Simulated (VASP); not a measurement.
# What goes wrong when the modes of NbP are computed with a bad input, part 3 of 3

Aim: see how common mistakes in a phonon run show up, on NbP. The starting structure is a computed structure from the Materials Project.

VASP 6.6.1.

Results so far: reference B1 (2) 395.4 cm⁻¹; finite displacements, else as the reference B1 (2) 395.3 cm⁻¹; a k mesh far too coarse B1 (2) 398.2 cm⁻¹.

## Step 5: Modes with a cutoff far too low

Level of this step: LDA; plane waves and PAW (Nb_sv, P) (VASP).

A slip made on purpose: a cutoff far too low. Against step 2 the input has ENCUT = 160 (also changed: NELM).

Input file INCAR:

```
SYSTEM = NbP
PREC = Accurate
ENCUT = 160
EDIFF = 1E-08
NELM = 60
ISMEAR = 0
SIGMA = 0.05
LREAL = .FALSE.
ALGO = Normal
GGA = CA
NBANDS = 24
LASPH = .TRUE.
LORBIT = 11
LWAVE = .FALSE.
LCHARG = .FALSE.
KPAR = 8
IBRION = 8
ISIF = 2
```

Input file POSCAR:

```
NbP
1.0
    0.0000000000     -3.3011838697      0.0000000000
   -3.3011838697      0.0000000000      0.0000000000
    1.6505919349     -1.6505919349     -5.6178797866
Nb P
2 2
Direct
    0.2501489435      0.2498510565      0.4997021131
    0.5001489435      0.4998510565      0.9997021131
    0.8324796265      0.6675203735      0.3350407469
    0.0824796265      0.9175203735      0.8350407469
```

Input file KPOINTS:

```
Automatic mesh
0
Gamma
10 10 10
0 0 0
```

Potentials, in the order of the species: Nb_sv and P (LDA family, release 64).

Run with:

```
$ mpirun -np 8 vasp_std
```

The log of the run:

```text
[... set-up lines as in an earlier step ...]
 entering main loop
       N       E                     dE             d eps       ncg     rms          rms(c)
DAV:   1     0.115501905903E+03    0.11550E+03   -0.10654E+04  5904   0.642E+02
DAV:   2    -0.309048699417E+02   -0.14641E+03   -0.14363E+03  6160   0.229E+02
DAV:   3    -0.406863830355E+02   -0.97815E+01   -0.97494E+01  7464   0.463E+01
DAV:   4    -0.409469790881E+02   -0.26060E+00   -0.26052E+00  6288   0.785E+00
[...]
DAV:  14    -0.341336185040E+02    0.13172E-05   -0.62327E-06  6520   0.140E-02    0.189E-03
DAV:  15    -0.341336185238E+02   -0.19882E-07   -0.25282E-07  6728   0.234E-03    0.655E-04
DAV:  16    -0.341336185188E+02    0.50022E-08   -0.40565E-08  5792   0.991E-04
   1 F= -.34133619E+02 E0= -.34133233E+02  d E =-.770803E-03
 Linear response reoptimize wavefunctions to high precision
DAV:   1    -0.341336185196E+02   -0.71304E-09   -0.32053E-09  4648   0.312E-04
DAV:   2    -0.341336185196E+02   -0.83674E-10   -0.55542E-10  4488   0.124E-04
 Linear response DOF=           6
 Linear response progress:
[...]
RMM:  13    -0.505519464120E-01    0.25400E-07   -0.86685E-08 30863   0.445E-05    0.437E-06
RMM:  14    -0.505519582319E-01   -0.11820E-07   -0.12788E-08 31023   0.363E-05    0.141E-06
RMM:  15    -0.505519599894E-01   -0.17575E-08   -0.63920E-09 27834   0.326E-05    0.681E-07
 first order change of Fermi-energy   0.97803E-02
 force on displaced ion       3 direction 2 :   0.000 -13.199  -0.003
 Linear response progress:
  Degree of freedom:   6/  6
       N       E                     dE             d eps       ncg     rms          rms(c)
RMM:   1    -0.726386307084E-01   -0.72639E-01   -0.52127E-02 20893   0.117E+00
RMM:   2    -0.607962273836E-01    0.11842E-01   -0.79253E-03 16229   0.368E-01    0.706E-01
RMM:   3    -0.609059829446E-01   -0.10976E-03   -0.13552E-03 15762   0.165E-01    0.131E-01
RMM:   4    -0.610185417911E-01   -0.11256E-03   -0.31888E-04 16518   0.748E-02    0.136E-01
[...]
RMM:  16    -0.611960592385E-01   -0.24798E-08    0.24675E-07 15693   0.335E-05    0.390E-07
RMM:  17    -0.611960602074E-01   -0.96891E-09    0.16982E-07 14200   0.333E-05    0.310E-07
RMM:  18    -0.611960601736E-01    0.33817E-10    0.22860E-07 13699   0.333E-05    0.990E-08
 first order change of Fermi-energy  -0.56605E-01
 force on displaced ion       3 direction 3 :   0.000  -0.000 -15.751
 Linear response finished
```

Elapsed: 2.1 min, on 8 MPI ranks of Intel Xeon Platinum 8375C at 2.90GHz (Ice Lake), shared host; peak memory 2.2 GiB.

Parts of OUTCAR (step 5):

```text
  Total      -71.3720125    -71.3720125    -73.1061221      0.0000000     -0.0000000      0.0000000
  in kB    -1867.7840162  -1867.7840162  -1913.1651426      0.0000000     -0.0000000      0.0000000
  external PRESSURE =   -1882.9110584 kB  Pullay stress =       0.0000000 kB

 POSITION                                       TOTAL-FORCE (eV/Angst)
 -----------------------------------------------------------------------------------
      0.00000     -1.65059     -2.80727         0.000000     -0.000000     -0.011137
      0.00000     -3.30118     -5.61621         0.000000     -0.000000     -0.011137
     -1.65059     -3.30118     -1.88222        -0.000000      0.000000      0.011137
     -1.65059     -1.65059     -4.69116        -0.000000      0.000000      0.011137
 -----------------------------------------------------------------------------------
    total drift:                               -0.000034      0.000032      0.000180

[... 1 part as in an earlier step ...]

[... 1 further part left out ...]
```

With a cutoff far too low the modes are at the top B1 (2) 413.7, B1 (1) 403.9 cm⁻¹, at the bottom E (2) 352.1, E (1) 226.1 cm⁻¹, with 2 more of the listed ones between; the largest shift is +147.5 cm⁻¹, in B1 (1), from the reference.

## Step 6: Modes with perturbation theory asked for with a meta-GGA

A slip made on purpose: perturbation theory asked for with a meta-GGA. Against step 2 the input has METAGGA = R2SCAN and no GGA (also changed: NELM).

Edit INCAR of step 5 so:

```diff
@@ -2,3 +2,3 @@
 PREC = Accurate
-ENCUT = 160
+ENCUT = 450
 EDIFF = 1E-08
@@ -9,3 +9,2 @@
 ALGO = Normal
-GGA = CA
 NBANDS = 24
@@ -18 +17,2 @@
 ISIF = 2
+METAGGA = R2SCAN
```

POSCAR is that of step 5.

KPOINTS is that of step 5.

Run with:

```
$ mpirun -np 8 vasp_std
```

The log of the run:

```text
[banner, memory and clock lines left out]
running    8 mpi-ranks, on    1 nodes
[...]
[... a notice as in an earlier step ...]

|                                                                             |
|               ----> ADVICE to this user running VASP <----                  |
|                                                                             |
|     You enforced a specific xc type in the INCAR file but a different       |
|     [... a line on the potential file left out ...]
|     I HOPE YOU KNOW WHAT YOU ARE DOING!                                     |
|                                                                             |

 LDA part: xc-table for (None), standard interpolation
 POSCAR, INCAR and KPOINTS ok, starting setup
[...]
entering main loop
       N       E                     dE             d eps       ncg     rms          rms(c)
DAV:   1    -0.219891230973E+03   -0.21989E+03   -0.18363E+04  4904   0.140E+03
DAV:   2    -0.582922194810E+03   -0.36303E+03   -0.35482E+03  6360   0.567E+02
[...]
1 F= -.59863514E+03 E0= -.59863460E+03  d E =-.108029E-02
|                                                                             |
|     EEEEEEE  RRRRRR   RRRRRR   OOOOOOO  RRRRRR      ###     ###     ###     |
|     E        R     R  R     R  O     O  R     R     ###     ###     ###     |
|     E        R     R  R     R  O     O  R     R     ###     ###     ###     |
|     EEEEE    RRRRRR   RRRRRR   O     O  RRRRRR       #       #       #      |
|     E        R   R    R   R    O     O  R   R                               |
|     E        R    R   R    R   O     O  R    R      ###     ###     ###     |
|     EEEEEEE  R     R  R     R  OOOOOOO  R     R     ###     ###     ###     |
|                                                                             |
|     You have switched on METAGGA and linear-response routines. This         |
|     combination is currently not supported. If you have selected            |
|     LEPSILON=.TRUE., you can try using LCALCEPS=.TRUE. instead. In all      |
|     other cases, VASP will stop. SOOO sorry...                              |
|                                                                             |
|       ---->  I REFUSE TO CONTINUE WITH THIS SICK JOB ... BYE!!! <----       |
|                                                                             |

1
1
1
1
1
1
1
1
```

The job ended after 1.7 min (8 MPI ranks).

VASP stopped with this message: “You have switched on METAGGA and linear-response routines. This combination is currently not supported. If you have selected LEPSILON=.TRUE., you can try using LCALCEPS=.TRUE. instead”.

## Step 7: Modes with low precision and real-space projectors

A slip made on purpose: low precision and real-space projectors. Against step 2 the input has PREC = Low, LREAL = Auto, IBRION = 6, NFREE = 2 and POTIM = 0.015 (also changed: NELM and NSW).

Input file INCAR:

```
SYSTEM = NbP
PREC = Low
ENCUT = 450
EDIFF = 1E-08
NELM = 60
ISMEAR = 0
SIGMA = 0.05
LREAL = Auto
ALGO = Normal
GGA = CA
NBANDS = 24
LASPH = .TRUE.
LORBIT = 11
LWAVE = .FALSE.
LCHARG = .FALSE.
KPAR = 8
IBRION = 6
NFREE = 2
POTIM = 0.015
NSW = 1
ISIF = 2
```

POSCAR is that of step 6.

KPOINTS is that of step 6.

Run with:

```
$ mpirun -np 8 vasp_std
```

The log of the run:

```text
[banner, memory and clock lines left out]
running    8 mpi-ranks, on    1 nodes
[...]
[... a notice as in an earlier step ...]

|                                                                             |
|               ----> ADVICE to this user running VASP <----                  |
|                                                                             |
|     You have a (more or less) 'small supercell' and for smaller cells       |
|     it is recommended to use the reciprocal-space projection scheme!        |
|     The real-space optimization is not efficient for small cells and it     |
|     is also less accurate ...                                               |
|     Therefore, set LREAL=.FALSE. in the INCAR file.                         |
|                                                                             |

 LDA part: xc-table for (Slater(with rela. corr.)+CA(PZ))
 , standard interpolation
 POSCAR, INCAR and KPOINTS ok, starting setup
[...]
entering main loop
[...]
DAV:   4    -0.411805491931E+02   -0.17340E+01   -0.17285E+01  7704   0.234E+01
[...]
DAV:  22    -0.390280242401E+02   -0.18184E-07   -0.14835E-10  4424   0.121E-04    0.170E-04
DAV:  23    -0.390280242536E+02   -0.13493E-07   -0.10558E-10  4312   0.857E-05    0.170E-04
DAV:  24    -0.390280242601E+02   -0.65206E-08   -0.77256E-11  4176   0.844E-05
   1 F= -.39028024E+02 E0= -.39027363E+02  d E =-.132348E-02
[... from here on, the cycles between the ionic steps are left out ...]
   2 F= -.39026527E+02 E0= -.39025873E+02  d E =-.130701E-02
   3 F= -.39026397E+02 E0= -.39025743E+02  d E =-.130757E-02
   4 F= -.39026960E+02 E0= -.39026349E+02  d E =-.122292E-02
   5 F= -.39027066E+02 E0= -.39026454E+02  d E =-.122256E-02
   6 F= -.39026107E+02 E0= -.39025463E+02  d E =-.128717E-02
   7 F= -.39026027E+02 E0= -.39025379E+02  d E =-.129524E-02
   8 F= -.39028398E+02 E0= -.39027742E+02  d E =-.131210E-02
   9 F= -.39025971E+02 E0= -.39025316E+02  d E =-.131112E-02
  10 F= -.39025764E+02 E0= -.39025152E+02  d E =-.122300E-02
  11 F= -.39027887E+02 E0= -.39027275E+02  d E =-.122398E-02
  12 F= -.39033202E+02 E0= -.39032538E+02  d E =-.132784E-02
  13 F= -.39023602E+02 E0= -.39022945E+02  d E =-.131421E-02
 Finite differences progress:
  Degree of freedom:   6/  6
  Displacement:        2/  2
  Total:              12/ 12
```

The job ended after 5.1 min (8 MPI ranks; peak memory 3.5 GiB; 40 min of CPU time).

OUTCAR, selected parts (step 7):

```text
  Total        0.2640674      0.1376068     -0.3785552      0.0000000     -0.0000000      0.0000000
  in kB        6.9105645      3.6011274     -9.9066765      0.0000000     -0.0000000      0.0000000
  external PRESSURE =       0.2016718 kB  Pullay stress =       0.0000000 kB

 POSITION                                       TOTAL-FORCE (eV/Angst)
 -----------------------------------------------------------------------------------
      0.00000     -1.65059     -2.80727         0.000000     -0.000000     -0.043112
      0.00000     -3.30118     -5.61621         0.000000     -0.000000     -0.054022
     -1.65059     -3.30118     -1.89722        -0.000000      0.000000      0.495960
     -1.65059     -1.65059     -4.69116         0.000000     -0.000000     -0.398826
 -----------------------------------------------------------------------------------
    total drift:                               -0.000128      0.000037     -0.189322

  FREE ENERGIE OF THE ION-ELECTRON SYSTEM (eV)
  ---------------------------------------------------
  free  energy   TOTEN  =       -39.0236017021 eV

  energy  without entropy=      -39.0222874960  energy(sigma->0) =      -39.02294460

[... 2 parts as in an earlier step ...]

[... 1 further part left out ...]
[key lines of the parts left out:]
E-fermi :  11.1038
```

Three frequencies should lie near zero, those of the translations, and here fewer than three do (the smallest in size are -36.2, -43.1 and -43.1 cm⁻¹), so no mode of this run is used. As printed, the frequencies run from -43.1 to 469.6 cm⁻¹, imaginary ones as negative numbers.

## Step 8: The runs compared

```tsv
run	ended	B1 (2)	A1	E (3)	E (2)	B1 (1)	E (1)	imaginary modes, each partner counted	method	core minutes
reference	converged	395.4	382.4	360.5	337.2	256.4	188.8	0	perturbation theory	82.9
finite displacements, else as the reference	converged	395.3	382.2	357.6	336.4	255.9	188.1	0	finite displacements	49.7
a k mesh far too coarse	converged	398.2	363.1	333.0	182.7	-178.8	-348.4	3	perturbation theory	3.87
a cutoff far too low	converged	413.7	387.1	367.4	352.1	403.9	226.1	0	perturbation theory	17.1
perturbation theory asked for with a meta-GGA	stopped by VASP	-	-	-	-	-	-	-	perturbation theory	13.5
low precision and real-space projectors	finished, not usable	-	-	-	-	-	-	-	finite displacements	40.4
```

Modes are in cm⁻¹, degenerate ones as one, matched between runs by symmetry and order. A number in brackets counts the listed modes of one symmetry from the lowest. The symmetry labels come from an automatic analysis and can be wrong where levels nearly coincide. Core minutes are wall time times ranks of the run shown, on a shared host.

## Step 9: What came out

- B1 (2), reference: 395.4 cm⁻¹
- E (1), reference: 188.8 cm⁻¹
- B1 (2), finite displacements, else as the reference: 395.3 cm⁻¹
- E (1), finite displacements, else as the reference: 188.1 cm⁻¹
- B1 (2), a k mesh far too coarse: 398.2 cm⁻¹
- E (1), a k mesh far too coarse: -348.4 cm⁻¹
- B1 (2), a cutoff far too low: 413.7 cm⁻¹
- E (1), a cutoff far too low: 226.1 cm⁻¹
- run with perturbation theory asked for with a meta-GGA: stopped by VASP
- run with low precision and real-space projectors: finished, not usable

In words: VASP stopped by itself in the run with perturbation theory asked for with a meta-GGA. Finished, but so rough that the translations don't all come out near zero: low precision and real-space projectors. Finished, but with signs in the output that stand out against the reference: a k mesh far too coarse, with E (1) turned imaginary, like 1 more of the compared levels (signs: a pressure of 4.3 GPa on the undisplaced cell, forces of up to 0.28 eV/Å on the undisplaced atoms and imaginary modes); a cutoff far too low, with modes off by up to +148 cm⁻¹, in B1 (1) (signs: a pressure of -188.3 GPa on the undisplaced cell). Runs with finite displacements are held against the sound run of that kind. The reference (perturbation theory) and the sound run with finite displacements differ by -2.9 cm⁻¹ in E (3) themselves, and which lies nearer isn't tested. Further runs on this material are not shown.

[Lines on the potential files, build, host, timing and source positions are cut from VASP's logs without a mark.]

[Logs are printed without paths, hosts, clocks, repeated set-up lines and the standing remarks that a program may print on its own settings, such as how far it seeks lower states.]

[Hosts, paths, dates, database ids (printed as entryN), source tags and the programs' standing remarks are cut or masked in the printed files.]
